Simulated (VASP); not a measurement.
## YbH3 under changes of volume

One of the cells (9.015 Å³/atom); the others are scaled copies at fixed shape and fractional positions:

```xyz
4
Lattice="0.0000 2.6222 2.6222 2.6222 0.0000 2.6222 2.6222 2.6222 0.0000" Properties=species:S:1:pos:R:3 pbc="T T T"
Yb    0.0000    0.0000    0.0000
H     2.6222    2.6222    2.6222
H     1.3111    1.3111    1.3111
H     3.9333    3.9333    3.9333
```

The cell comes from a database or a generator and needn't be the stable form of this composition.

```yaml
Program: VASP 6.6.1
Functional: PBE
Potentials_or_basis: VASP PAW PBE potentials, release 64 (Yb, H)
Cutoff: 520 eV
k_mesh: 9 × 9 × 9
Occupations: fermi-dirac, width 0.05 eV
Spin: collinear spin, ferromagnetic start
Starting_moments: "[1.0, 0.0, 0.0, 0.0] μB"
```

```tsv
volume (Å³/atom)	energy over the lowest point (meV/atom)	pressure (GPa)
8.308	0.00	-1.0
8.485	1.92	-2.7
8.662	5.53	-4.1
9.015	17.20	-6.8
9.192	?	?
9.369	33.85	-8.7
```

What does the run at 9.192 Å³/atom give?

Energy over the lowest point 24.97 meV/atom; pressure -7.7 GPa.

Worked out: A Birch-Murnaghan fit of order 3 (a polynomial in V^(-2/3)) to the other rows has its minimum at 8.22 Å³/atom, just outside them, with B0 = V·E''(V) = 85 GPa and B' = 4.1. It gives 24.97 meV/atom at 9.192 Å³/atom, against the run's 24.97, and -dE/dV = -7.6 GPa, against -7.7.

Energies are extrapolated to zero smearing.

Caveats: without U or exact exchange the open f shell lies at the Fermi level, which spoils levels, moments and volumes.
